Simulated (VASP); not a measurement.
Method: r2SCAN meta-GGA, VASP's PBE PAW potentials (set 64) (plane waves; VASP).

The input files of a VASP run:

### POSCAR
```
TiC
1
    0.0000000000     2.1650000000     2.1650000000
    2.1650000000     0.0000000000     2.1650000000
    2.1650000000     2.1650000000     0.0000000000
Ti C
1 1
Direct
  0.0000000000   0.0000000000   0.0000000000
  0.5000000000   0.5000000000   0.5000000000
```

INCAR:
```
! general
SYSTEM  = TiC
PREC    = Accurate
ENCUT   = 530   ! plane-wave cut-off (eV)
LREAL   = .False.   ! projection in real space or not
LASPH   = .True.

! electronic loop
EDIFF   = 1E-6   ! SCF stop (eV)
NELM    = 100   ! most electronic steps
ALGO    = Normal
LMAXMIX = 4   ! l cut-off of mixed one-centre charges
LMIXTAU = .True.

! smearing
ISMEAR  = 1   ! Methfessel-Paxton
SIGMA   = 0.1   ! width (eV)

! functional
METAGGA = R2SCAN

! ions
IBRION  = 2   ! conjugate gradients
NSW     = 60   ! most ionic steps
ISIF    = 3   ! ions, shape and volume
EDIFFG  = -0.01   ! ionic stop

! output
LWAVE   = .False.
LCHARG  = .False.
```

### KPOINTS
```
K-points
0
gamma
13 13 13
0 0 0
```

POTCAR, in this order: Ti_sv C (PBE.64 set). Program: vasp_std.

What VASP printed:

### OUTCAR
```
 ion  position               nearest neighbor table
   1  0.000  0.000  0.000-   2 2.17   2 2.17   2 2.17   2 2.17   2 2.17   2 2.17
   2  0.500  0.500  0.500-   1 2.17   1 2.17   1 2.17   1 2.17   1 2.17   1 2.17
  LATTYP: Found a face centered cubic cell.
 ALAT       =     4.3300000000
 Subroutine PRICEL returns:
 Original cell was already a primitive cell.
 Subroutine GETGRP returns: Found 48 space group operations
The static configuration has the point symmetry O_h .
The dynamic configuration has the point symmetry O_h .
 Subroutine INISYM returns: Found 48 space group operations
 Subroutine IBZKPT returns following result:
 Found     84 irreducible k-points:

 Following reciprocal coordinates:
            Coordinates               Weight
  0.000000  0.000000  0.000000      1.000000
  0.076923  0.000000  0.000000      8.000000
  0.153846  0.000000  0.000000      8.000000
  0.230769  0.000000  0.000000      8.000000
  0.307692  0.000000  0.000000      8.000000
  0.384615  0.000000  0.000000      8.000000
  0.461538  0.000000  0.000000      8.000000
  0.076923  0.076923  0.000000      6.000000
  0.153846  0.076923  0.000000     24.000000
  0.230769  0.076923  0.000000     24.000000
  0.307692  0.076923  0.000000     24.000000
  0.384615  0.076923  0.000000     24.000000
  0.461538  0.076923  0.000000     24.000000
 -0.461538  0.076923  0.000000     24.000000
 -0.384615  0.076923  0.000000     24.000000
 -0.307692  0.076923  0.000000     24.000000
 -0.230769  0.076923  0.000000     24.000000
 -0.153846  0.076923  0.000000     24.000000
 -0.076923  0.076923  0.000000     12.000000
  0.153846  0.153846  0.000000      6.000000
  0.230769  0.153846  0.000000     24.000000
  0.307692  0.153846  0.000000     24.000000
  0.384615  0.153846  0.000000     24.000000
  0.461538  0.153846  0.000000     24.000000
...
```

### OSZICAR
```
       N       E                     dE             d eps       ncg     rms          rms(c)
DAV:   1     0.115984848200E+03    0.11598E+03   -0.87333E+03  2016   0.166E+03
DAV:   2    -0.234503018390E+02   -0.13944E+03   -0.13356E+03  2096   0.403E+02
DAV:   3    -0.333871054516E+02   -0.99368E+01   -0.94882E+01  2720   0.101E+02
DAV:   4    -0.339213079447E+02   -0.53420E+00   -0.53336E+00  2680   0.216E+01
DAV:   5    -0.339352152942E+02   -0.13907E-01   -0.13906E-01  2696   0.323E+00    0.193E+01
DAV:   6    -0.245831246417E+02    0.93521E+01   -0.27694E+01  2588   0.849E+01    0.530E+00
DAV:   7    -0.248241306117E+02   -0.24101E+00   -0.39431E+00  2328   0.279E+01    0.448E+00
DAV:   8    -0.248382530276E+02   -0.14122E-01   -0.37387E-01  2320   0.745E+00    0.220E+00
DAV:   9    -0.249052547625E+02   -0.67002E-01   -0.12484E-01  2252   0.571E+00    0.143E+00
DAV:  10    -0.248718980310E+02    0.33357E-01   -0.11118E-01  2580   0.526E+00    0.421E-01
DAV:  11    -0.248661858285E+02    0.57122E-02   -0.71181E-03  2520   0.945E-01    0.115E-01
DAV:  12    -0.248689375252E+02   -0.27517E-02   -0.65151E-03  2048   0.956E-01    0.523E-02
DAV:  13    -0.248696255088E+02   -0.68798E-03   -0.92794E-04  2068   0.335E-01    0.481E-02
DAV:  14    -0.248695798511E+02    0.45658E-04   -0.16337E-04  2808   0.164E-01    0.123E-02
DAV:  15    -0.248696116112E+02   -0.31760E-04   -0.21385E-05  2408   0.459E-02    0.714E-03
DAV:  16    -0.248696032039E+02    0.84073E-05   -0.27659E-06  2036   0.189E-02    0.735E-03
DAV:  17    -0.248696048066E+02   -0.16027E-05   -0.18541E-06  1952   0.227E-02    0.184E-03
DAV:  18    -0.248696033393E+02    0.14673E-05   -0.41799E-07  1032   0.757E-03    0.713E-04
DAV:  19    -0.248696037917E+02   -0.45246E-06   -0.71326E-08  1024   0.306E-03
   1 F= -.24869604E+02 E0= -.24869510E+02  d E =-.248696E+02
       N       E                     dE             d eps       ncg     rms          rms(c)
DAV:   1    -0.248735859772E+02   -0.39826E-02   -0.96287E-02  2036   0.532E+00    0.632E-01
DAV:   2    -0.248699221013E+02    0.36639E-02   -0.18256E-02  2208   0.225E+00    0.171E-01
DAV:   3    -0.248694442948E+02    0.47781E-03   -0.20929E-03  2344   0.516E-01    0.629E-02
DAV:   4    -0.248694565730E+02   -0.12278E-04   -0.61839E-04  2076   0.291E-01    0.331E-02
DAV:   5    -0.248694750188E+02   -0.18446E-04   -0.21150E-04  2512   0.140E-01    0.176E-02
DAV:   6    -0.248695176927E+02   -0.42674E-04   -0.36189E-05  2824   0.592E-02    0.132E-02
DAV:   7    -0.248695169048E+02    0.78797E-06   -0.14281E-06  1356   0.171E-02
   2 F= -.24869517E+02 E0= -.24869420E+02  d E =0.868870E-04
       N       E                     dE             d eps       ncg     rms          rms(c)
DAV:   1    -0.248714352902E+02   -0.19176E-02   -0.40265E-02  2036   0.342E+00    0.414E-01
DAV:   2    -0.248698347584E+02    0.16005E-02   -0.75576E-03  2200   0.146E+00    0.112E-01
DAV:   3    -0.248696278835E+02    0.20687E-03   -0.86674E-04  2296   0.331E-01    0.434E-02
DAV:   4    -0.248696203321E+02    0.75515E-05   -0.26073E-04  2080   0.196E-01    0.206E-02
DAV:   5    -0.248696546218E+02   -0.34290E-04   -0.83954E-05  2524   0.896E-02    0.112E-02
DAV:   6    -0.248696671051E+02   -0.12483E-04   -0.12686E-05  2676   0.361E-02    0.843E-03
DAV:   7    -0.248696632230E+02    0.38822E-05   -0.67142E-07  1056   0.117E-02    0.118E-02
DAV:   8    -0.248696693942E+02   -0.61713E-05   -0.25349E-06  1704   0.225E-02    0.473E-03
DAV:   9    -0.248696709917E+02   -0.15974E-05   -0.94930E-07  1076   0.132E-02    0.202E-03
DAV:  10    -0.248696707692E+02    0.22248E-06   -0.32230E-07  1008   0.665E-03
   3 F= -.24869671E+02 E0= -.24869576E+02  d E =-.669775E-04
```

### OUTCAR
```
------------------------ aborting loop because EDIFF is reached ----------------------------------------
  FORCE on cell =-STRESS in cart. coord.  units (eV):
  Direction    XX          YY          ZZ          XY          YZ          ZX
  --------------------------------------------------------------------------------------
  Total        0.0119225      0.0119225      0.0119225      0.0000000      0.0000000     -0.0000000
  in kB        0.9395055      0.9395055      0.9395055      0.0000000      0.0000000     -0.0000000
  external PRESSURE =       0.9395055 kB  Pullay stress =       0.0000000 kB
  volume of cell :       20.33
      direct lattice vectors                 reciprocal lattice vectors
     0.000000000  2.166287961  2.166287961    -0.230809573  0.230809573  0.230809573
     2.166287961  0.000000000  2.166287961     0.230809573 -0.230809573  0.230809573
     2.166287961  2.166287961  0.000000000     0.230809573  0.230809573 -0.230809573
 POSITION                                       TOTAL-FORCE (eV/Angst)
 -----------------------------------------------------------------------------------
      0.00000      0.00000      0.00000         0.000000      0.000000      0.000000
      2.16629      2.16629      2.16629        -0.000000      0.000000     -0.000000
 -----------------------------------------------------------------------------------
    total drift:                                0.000000     -0.000000     -0.000000
  FREE ENERGIE OF THE ION-ELECTRON SYSTEM (eV)
  ---------------------------------------------------
  free  energy   TOTEN  =       -24.8696707692 eV

  energy  without entropy=      -24.8693859004  energy(sigma->0) =      -24.86957581

 reached required accuracy - stopping structural energy minimisation
```
(Selected blocks of OUTCAR.)

**CONTCAR**
```
TiC
   1.00000000000000
     0.0000000000000000    2.1662879610260326    2.1662879610260326
     2.1662879610260326    0.0000000000000000    2.1662879610260326
     2.1662879610260326    2.1662879610260326    0.0000000000000000
  Ti              C
     1     1
Direct
     0.0000000000000000    0.0000000000000000    0.0000000000000000
     0.5000000000000000    0.5000000000000000    0.5000000000000000
```

The compound is TiC in the rock salt structure. This run relaxes it. Symmetry was kept, so distortions that lower it aren't found.
